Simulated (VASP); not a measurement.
Data:

```
Si
1.0
   -2.38860     2.38860     1.33555
    2.38860    -2.38860     1.33555
    2.38860     2.38860    -1.33555
Si
2
Direct
  0.25000   0.75000   0.50000
  0.50000   0.50000   0.00000
```

The numbers are results of r2SCAN meta-GGA, VASP's PBE PAW potentials (set 64) (plane waves; VASP), not measurements. Run with 400 eV cut-off, 17×17×17 Γ-centred mesh, tetrahedra with Blöchl corrections, potentials Si.

**Question.** Give the energies of bands 1 to 7 at the high-symmetry points, in eV from the Fermi level.

**Answer.** 
| band | Γ | X | M | Z | P | N |
|---|---|---|---|---|---|---|
| 1 | -14.50 | -11.20 | -8.66 | -6.68 | -6.58 | -8.06 |
| 2 | -2.65 | -11.20 | -8.66 | -6.18 | -6.58 | -7.17 |
| 3 | -2.65 | 0.35 | -7.11 | -4.85 | -5.42 | -2.27 |
| 4 | -1.80 | 0.35 | -7.11 | -4.80 | -5.42 | -1.93 |
| 5 | 1.94 | 2.98 | 5.87 | -4.80 | 4.36 | -1.53 |
| 6 | 7.85 | 2.98 | 5.87 | 6.57 | 4.36 | 1.30 |
| 7 | 9.50 | 8.65 | 13.95 | 6.68 | 6.54 | 4.85 |

It has no gap at this level: it comes out as a metal or semimetal.

The structure comes from a computed database's Si entry (I4_1/amd); how it stands against other phases isn't given here. It was relaxed first.
